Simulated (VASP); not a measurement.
Output of a VASP run:

**OUTCAR**
```
 ion  position               nearest neighbor table
   1  0.250  0.250  0.250-   3 2.55   3 2.55   3 2.55   3 2.55   2 2.94   2 2.94   2 2.94   2 2.94
                             2 2.94   2 2.94
   2  0.750  0.750  0.750-   3 2.55   3 2.55   3 2.55   3 2.55   1 2.94   1 2.94   1 2.94   1 2.94
                             1 2.94   1 2.94
   3  0.000  0.000  0.000-   2 2.55   2 2.55   2 2.55   1 2.55   2 2.55   1 2.55   1 2.55   1 2.55
  LATTYP: Found a face centered cubic cell.
 ALAT       =     5.8787362570
 Subroutine PRICEL returns:
 Original cell was already a primitive cell.
 Subroutine GETGRP returns: Found 48 space group operations
The static configuration has the point symmetry O_h .
The dynamic configuration has the point symmetry O_h .
 Subroutine INISYM returns: Found 48 space group operations
 Subroutine IBZKPT returns following result:
 Found     29 irreducible k-points:

 Following reciprocal coordinates:
            Coordinates               Weight
  0.000000  0.000000  0.000000      1.000000
  0.125000  0.000000  0.000000      8.000000
  0.250000  0.000000  0.000000      8.000000
  0.375000  0.000000  0.000000      8.000000
  0.500000  0.000000  0.000000      4.000000
  0.125000  0.125000  0.000000      6.000000
  0.250000  0.125000  0.000000     24.000000
  0.375000  0.125000  0.000000     24.000000
  0.500000  0.125000  0.000000     24.000000
 -0.375000  0.125000  0.000000     24.000000
 -0.250000  0.125000  0.000000     24.000000
 -0.125000  0.125000  0.000000     12.000000
  0.250000  0.250000  0.000000      6.000000
  0.375000  0.250000  0.000000     24.000000
  0.500000  0.250000  0.000000     24.000000
 -0.375000  0.250000  0.000000     24.000000
 -0.250000  0.250000  0.000000     12.000000
  0.375000  0.375000  0.000000      6.000000
  0.500000  0.375000  0.000000     24.000000
 -0.375000  0.375000  0.000000     12.000000
  0.500000  0.500000  0.000000      3.000000
  0.375000  0.250000  0.125000     24.000000
  0.500000  0.250000  0.125000     48.000000
 -0.375000  0.250000  0.125000     24.000000
  0.500000  0.375000  0.125000     24.000000
 -0.375000  0.375000  0.125000     48.000000
 -0.250000  0.375000  0.125000     24.000000
 -0.375000  0.500000  0.125000     12.000000
 -0.250000  0.500000  0.250000      6.000000
   k-points           NKPTS =     29   k-points in BZ     NKDIM =     29   number of bands    NBANDS=     12
   number of dos      NEDOS =    301   number of ions     NIONS =      3
   total plane-waves  NPLWV =  32768
   dimension x,y,z NGX =    32 NGY =   32 NGZ =   32
   dimension x,y,z NGXF=    64 NGYF=   64 NGZF=   64
   ions per type =               2   1
   PREC   = accura    normal or accurate (medium, high low for compatibility)
   ISTART =      0    job   : 0-new  1-cont  2-samecut
   ICHARG =      2    charge: 1-file 2-atom 10-const
   ISPIN  =      1    spin polarized calculation?
   LNONCOLLINEAR =      F non collinear calculations
   LSORBIT =      F    spin-orbit coupling
   INIWAV =      1    electr: 0-lowe 1-rand  2-diag
   ENCUT  =  520.0 eV  38.22 Ry    6.18 a.u.   7.73  7.73  7.73*2*pi/ulx,y,z
   NELM   =    100;   NELMIN=  2; NELMDL= -5     # of ELM steps
   EDIFF  = 0.1E-05   stopping-criterion for ELM
   LREAL  =      F    real-space projection
   NLSPLINE    = F    spline interpolate recip. space projectors
   LMAXMIX     =    6 max onsite mixed and CHGCAR
   VOSKOWN=      0    Vosko Wilk Nusair interpolation
   EDIFFG = -.2E-01   stopping-criterion for IOM
   NSW    =     60    number of steps for IOM
   NBLOCK =      1;   KBLOCK =     60    inner block; outer block
   IBRION =      2    ionic relax: 0-MD 1-quasi-New 2-CG
   NFREE  =      1    steps in history (QN), initial steepest desc. (CG)
   ISIF   =      3    stress and relaxation
   ISYM   =      2    0-nonsym 1-usesym 2-fastsym
   TEIN   =    0.0    initial temperature
   TEBEG  =    0.0;   TEEND  =   0.0 temperature during run
   SMASS  =  -3.00    Nose mass-parameter (am)
   PSTRESS=    0.0 pullay stress
   NELECT =      16.0000    total number of electrons
...
```

### OSZICAR
```
       N       E                     dE             d eps       ncg     rms          rms(c)
DAV:   1     0.532390258810E+02    0.53239E+02   -0.67977E+03   704   0.113E+03
DAV:   2    -0.149074575950E+02   -0.68146E+02   -0.62549E+02   828   0.191E+02
DAV:   3    -0.167738850601E+02   -0.18664E+01   -0.18483E+01   872   0.312E+01
DAV:   4    -0.167903342358E+02   -0.16449E-01   -0.16445E-01   828   0.345E+00
DAV:   5    -0.167905943874E+02   -0.26015E-03   -0.26014E-03   868   0.460E-01    0.890E+00
DAV:   6    -0.163233400662E+02    0.46725E+00   -0.24765E+00   808   0.156E+01    0.231E+00
DAV:   7    -0.162439918747E+02    0.79348E-01   -0.18943E-01   760   0.452E+00    0.173E+00
DAV:   8    -0.162140149087E+02    0.29977E-01   -0.29716E-02   804   0.173E+00    0.249E-01
DAV:   9    -0.162140066411E+02    0.82676E-05   -0.19275E-03   824   0.433E-01    0.162E-01
DAV:  10    -0.162141503439E+02   -0.14370E-03   -0.32754E-04   792   0.153E-01    0.176E-02
DAV:  11    -0.162141473716E+02    0.29723E-05   -0.17531E-05   828   0.448E-02    0.804E-03
DAV:  12    -0.162141489963E+02   -0.16247E-05   -0.52159E-06   792   0.177E-02    0.237E-03
DAV:  13    -0.162141489117E+02    0.84590E-07   -0.60786E-07   504   0.820E-03
   1 F= -.17268074E+02 E0= -.17268369E+02  d E =-.172681E+02
```

File OUTCAR:
```
------------------------ aborting loop because EDIFF is reached ----------------------------------------
 Edisp (eV)   -1.05392
  FORCE on cell =-STRESS in cart. coord.  units (eV):
  Direction    XX          YY          ZZ          XY          YZ          ZX
  --------------------------------------------------------------------------------------
  Total       0.02174     0.02174     0.02174     0.00000     0.00000    -0.00000
  in kB       0.68572     0.68572     0.68572     0.00000     0.00000    -0.00000
  external pressure =        0.69 kB  Pullay stress =        0.00 kB
  volume of cell :       50.79
      direct lattice vectors                 reciprocal lattice vectors
     0.000000000  2.939368128  2.939368128    -0.170104586  0.170104586  0.170104586
     2.939368128  0.000000000  2.939368128     0.170104586 -0.170104586  0.170104586
     2.939368128  2.939368128  0.000000000     0.170104586  0.170104586 -0.170104586
 POSITION                                       TOTAL-FORCE (eV/Angst)
 -----------------------------------------------------------------------------------
      1.46968      1.46968      1.46968        -0.000000     -0.000000     -0.000000
      4.40905      4.40905      4.40905         0.000000      0.000000      0.000000
      0.00000      0.00000      0.00000        -0.000000     -0.000000      0.000000
 -----------------------------------------------------------------------------------
    total drift:                                0.000000     -0.000000      0.000000
  FREE ENERGIE OF THE ION-ELECTRON SYSTEM (eV)
  ---------------------------------------------------
  free  energy   TOTEN  =       -17.2680737917 eV

  energy  without entropy=      -17.2689588514  energy(sigma->0) =      -17.26836881

 reached required accuracy - stopping structural energy minimisation
```
(Selected blocks of OUTCAR.)

POSCAR:
```
PtAl2
1
   -0.0000000000     2.9393681285     2.9393681285
    2.9393681285    -0.0000000000     2.9393681285
    2.9393681285     2.9393681285    -0.0000000000
Al Pt
2 1
Direct
  0.2500000000   0.2500000000   0.2500000000
  0.7500000000   0.7500000000   0.7500000000
  0.0000000000   0.0000000000   0.0000000000
```

Task: Reconstruct the remaining input files.

Result: Several could match; the one computed here: the input of the run itself, PBE GGA with D3 dispersion (zero damping), plane waves, VASP's PBE PAW potentials (set 64).

KPOINTS:
```
Automatic mesh
0
Gamma
8 8 8
0 0 0
```

INCAR:
```
# general
SYSTEM =PtAl2
PREC   =Accurate
ENCUT  =520   # plane-wave cut-off (eV)
LREAL  =F   # projection in real space or not
LASPH  =T

# electronic loop
EDIFF  =1E-6
NELM   =100
ALGO   =Normal
LMAXMIX=6

# smearing
ISMEAR =1
SIGMA  =0.1

# functional
GGA    =PE
IVDW   =11

# ions
IBRION =2   # conjugate gradients
NSW    =60
ISIF   =3   # ions, shape and volume
EDIFFG =-0.02

# output
LWAVE  =F
LCHARG =F
```

POTCAR, in this order: Al Pt (PBE.64 set). Program: vasp_std.

The compound is PtAl2 in the fluorite structure. It was relaxed first. The start is the result of an earlier pass.
